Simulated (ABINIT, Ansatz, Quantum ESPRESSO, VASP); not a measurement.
Al2CdS4 (I-4, 7 atoms in the cell) computed with different codes at matched settings

Self-consistent single point.

```
CELL_PARAMETERS angstrom
     -2.79486     2.79486     5.08607
      2.79486    -2.79486     5.08607
      2.79486     2.79486    -5.08607
ATOMIC_POSITIONS crystal
  Al 0.75000 0.25000 0.50000
  Al 0.50000 0.50000 0.00000
  Cd 0.00000 0.00000 0.00000
  S  0.60110 0.14559 0.01519
  S  0.85441 0.86960 0.45551
  S  0.13040 0.58591 0.98481
  S  0.41409 0.39890 0.54449
```

All programs got the same cell, k-point mesh and kind of occupations (some realise fixed ones as a very narrow smearing) (in Ansatz's words: kpoints.mp_grid.grid = 6 6 6; scf.occupations.method = fixed); potentials, basis and cutoffs are each program's usual ones.

```
code                                                             model  pressure (GPa)  largest force (eV/Å)  gap on the mesh (eV)  cutoff
----------------  ----------------------------------------------------  --------------  --------------------  --------------------  ------
VASP                        PBEsol, VASP's PBE PAW potentials (set 64)           -0.65                 0.180                 2.712  300 eV
Ansatz                                 PBEsol, PAW files made with PBE           -0.59                 0.192                 2.696  420 eV
ABINIT              PBEsol, PAW (JTH v2.0 PBE PAW, files made for PBE)           -0.44                 0.218                 2.687   21 Ha
Quantum ESPRESSO  PBEsol, GBRV 1.5 ultrasoft (PBESOL) pseudopotentials           -0.57                 0.172                 2.686   40 Ry
```

Gaps are read on the mesh.

The spread over the programs that give each value: pressure within 0.21 GPa; largest force within 0.046 eV/Å; gap on the mesh within 0.026 eV.

The starting cell comes from a database of computed structures (which also holds hypothetical and non-ambient phases and stackings), without a prior relaxation at this level.

Task: Why do the programs differ, and what cannot be compared?

Result: Differences of this kind can come from the potentials, where these differ, and from what each basis and cutoff leave unconverged. The valence holds different numbers of electrons (VASP 42, Ansatz (an electronic-structure program) 50, ABINIT 42, Quantum ESPRESSO 42). The zero of total energies and Fermi levels follows the potentials and each program's conventions, so they are not compared here. Ansatz's pressure is given at a fixed set of plane waves, as the other plane-wave codes print theirs.

VASP's run is marked for a possible Pulay error in its stress at this cutoff; no cutoff test was made.

VASP ran the fixed occupations as a Gaussian smearing of 0.01 eV.

Left out of this page: GPAW, CP2K, FLEUR and SIESTA (not drawn, or without a comparable value).

Keys are those of Ansatz 0.2.
